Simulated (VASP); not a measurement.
```
MoS2
1.0
    1.61252    -2.79297     0.00000
    1.61252     2.79297     0.00000
    0.00000     0.00000    12.58952
Mo S
2 4
Direct
  0.33333   0.66667   0.25000
  0.66667   0.33333   0.75000
  0.33333   0.66667   0.87593
  0.66667   0.33333   0.37593
  0.66667   0.33333   0.12407
  0.33333   0.66667   0.62407
```

Level of theory: optB88-vdW, VASP's PBE PAW potentials (set 64) (plane waves; VASP). Numerical set-up: 520 eV cut-off, 8×8×2 Γ-centred mesh, Gaussian smearing of 0.050 eV, potentials Mo_sv S.

Question: The ions and cell shape at fixed volume are relaxed. Give the cell that the relaxation ends in.

Answer: 
```
MoS2
1.0
    1.60129    -2.77352     0.00000
    1.60129     2.77352     0.00000
    0.00000     0.00000    12.76672
Mo S
2 4
Direct
  0.33333   0.66667   0.25000
  0.66667   0.33333   0.75000
  0.33333   0.66667   0.87285
  0.66667   0.33333   0.37285
  0.66667   0.33333   0.12715
  0.33333   0.66667   0.62715
```
Space group P6_3/mmc (194), at a tolerance of 0.03 Å.

Question: How much energy does the relaxation gain?

Answer: The energy (σ→0) changes by -5.3 meV/atom, in 5 ionic steps.

```tsv
step	E(σ→0) (eV)	max force (eV/Å)	pressure (GPa)	volume (Å³)
1	-31.2881	0.438	-4.02	113.40
2	-31.3074	0.036	-2.27	113.40
3	-31.3074	0.028	-2.23	113.40
4	-31.3168	0.010	-1.63	113.40
5	-31.3202	0.008	-0.97	113.40
```

The compound is MoS2 in the 2H layered structure. This cell is one point of a volume scan, at 1.03 of the reference volume. Symmetry was kept, so distortions that lower it aren't found.
